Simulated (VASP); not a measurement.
Method: PBE GGA, VASP's PBE PAW potentials (set 64) (plane waves; VASP).

The input files of a VASP run:

**POSCAR**
```
CuGaSe2
1
   -2.8294040000     2.8294040000     5.5579370000
    2.8294040000    -2.8294040000     5.5579370000
    2.8294040000     2.8294040000    -5.5579370000
Ga Cu Se
2 2 4
Direct
  0.5000000000   0.5000000000   0.0000000000
  0.2500000000   0.7500000000   0.5000000000
  0.0000000000   0.0000000000   0.0000000000
  0.7500000000   0.2500000000   0.5000000000
  0.8750000000   0.8750000000   0.5000000000
  0.1250000000   0.6250000000   0.0000000000
  0.3750000000   0.3750000000   0.5000000000
  0.6250000000   0.1250000000   0.0000000000
```

**INCAR**
```
# general
SYSTEM   =  CuGaSe2
PREC     =  Accurate
ENCUT    =  300   # plane-wave cut-off (eV)
LREAL    =  .False.   # projection in real space or not
LASPH    =  .True.

# electronic loop
EDIFF    =  1E-6   # SCF stop (eV)
NELM     =  100   # most electronic steps
ALGO     =  Normal   # blocked Davidson
LMAXMIX  =  4

# smearing
ISMEAR   =  -1   # Fermi-Dirac
SIGMA    =  0.05   # width (eV)

# functional
GGA      =  PE   # PBE

# ions
ISIF     =  2   # forces and stress, cell fixed

# output
LWAVE    =  .False.
LCHARG   =  .False.
```

**KPOINTS**
```
Automatic mesh
0
Gamma
3 3 3
0 0 0
```

POTCAR, in this order: Ga_d Cu Se (PBE.64 set). Program: vasp_std.

Output

OSZICAR:
```
       N       E                     dE             d eps       ncg     rms          rms(c)
DAV:   1     0.585977992014E+03    0.58598E+03   -0.23012E+04   516   0.155E+03
DAV:   2     0.574997487461E+02   -0.52848E+03   -0.51522E+03   551   0.434E+02
DAV:   3    -0.273906334819E+02   -0.84890E+02   -0.83631E+02   644   0.170E+02
DAV:   4    -0.324431579537E+02   -0.50525E+01   -0.50108E+01   709   0.414E+01
DAV:   5    -0.325969669190E+02   -0.15381E+00   -0.15352E+00   709   0.772E+00    0.115E+01
DAV:   6    -0.326927088933E+02   -0.95742E-01   -0.31293E+01   717   0.809E+01    0.870E+00
DAV:   7    -0.309522349190E+02    0.17405E+01   -0.74234E+00   680   0.611E+01    0.367E+00
DAV:   8    -0.311614088536E+02   -0.20917E+00   -0.35754E+00   784   0.201E+01    0.312E+00
DAV:   9    -0.310487220914E+02    0.11269E+00   -0.11409E+00   728   0.160E+01    0.550E-01
DAV:  10    -0.310483287602E+02    0.39333E-03   -0.68371E-02   728   0.413E+00    0.160E-01
DAV:  11    -0.310496710383E+02   -0.13423E-02   -0.10018E-02   781   0.118E+00    0.133E-01
DAV:  12    -0.310494890432E+02    0.18200E-03   -0.17306E-03   776   0.722E-01    0.200E-02
DAV:  13    -0.310495176075E+02   -0.28564E-04   -0.18648E-04   685   0.920E-02    0.120E-02
DAV:  14    -0.310495269174E+02   -0.93099E-05   -0.63424E-05   696   0.115E-01    0.155E-02
DAV:  15    -0.310495224279E+02    0.44895E-05   -0.29328E-05   592   0.102E-01    0.299E-03
DAV:  16    -0.310495228980E+02   -0.47014E-06   -0.37618E-06   496   0.136E-02
   1 F= -.31049523E+02 E0= -.31047372E+02  d E =-.430215E-02
```

**OUTCAR**
```
------------------------ aborting loop because EDIFF is reached ----------------------------------------
  FORCE on cell =-STRESS in cart. coord.  units (eV):
  Direction    XX          YY          ZZ          XY          YZ          ZX
  --------------------------------------------------------------------------------------
  Total        1.1543886      1.1543886      1.2862887      0.0000000      0.0000000     -0.0000000
  in kB       10.3919985     10.3919985     11.5793853      0.0000000      0.0000000     -0.0000000
  external PRESSURE =      10.7877941 kB  Pullay stress =       0.0000000 kB
  volume of cell :      177.98
      direct lattice vectors                 reciprocal lattice vectors
    -2.829404000  2.829404000  5.557937000     0.000000000  0.176715662  0.089961437
     2.829404000 -2.829404000  5.557937000     0.176715662  0.000000000  0.089961437
     2.829404000  2.829404000 -5.557937000     0.176715662  0.176715662  0.000000000
 POSITION                                       TOTAL-FORCE (eV/Angst)
 -----------------------------------------------------------------------------------
      0.00000      0.00000      5.55794         0.000000     -0.000000      0.000000
      2.82940      0.00000      2.77897         0.000000     -0.000000     -0.000000
      0.00000      0.00000      0.00000         0.000000     -0.000000      0.000000
      0.00000      2.82940      2.77897         0.000000     -0.000000     -0.000000
      1.41470      1.41470      6.94742         0.287845     -0.000000      0.000000
      1.41470     -1.41470      4.16845         0.000000     -0.287845     -0.000000
      1.41470      1.41470      1.38948        -0.287845     -0.000000     -0.000000
     -1.41470      1.41470      4.16845         0.000000      0.287845      0.000000
 -----------------------------------------------------------------------------------
    total drift:                               -0.000022     -0.000022     -0.000030
  FREE ENERGIE OF THE ION-ELECTRON SYSTEM (eV)
  ---------------------------------------------------
  free  energy   TOTEN  =       -31.0495228980 eV

  energy  without entropy=      -31.0452207461  energy(sigma->0) =      -31.04737182
```
(Selected blocks of OUTCAR.)

At this cut-off the stress carries a Pulay error, which pulls relaxed volumes low.

The structure is a typed CuGaSe2 crystal. The cell was not relaxed at this level. The k-mesh is coarse (spacing up to 0.52 per Å, 2π included), so the numbers may not be converged in it.
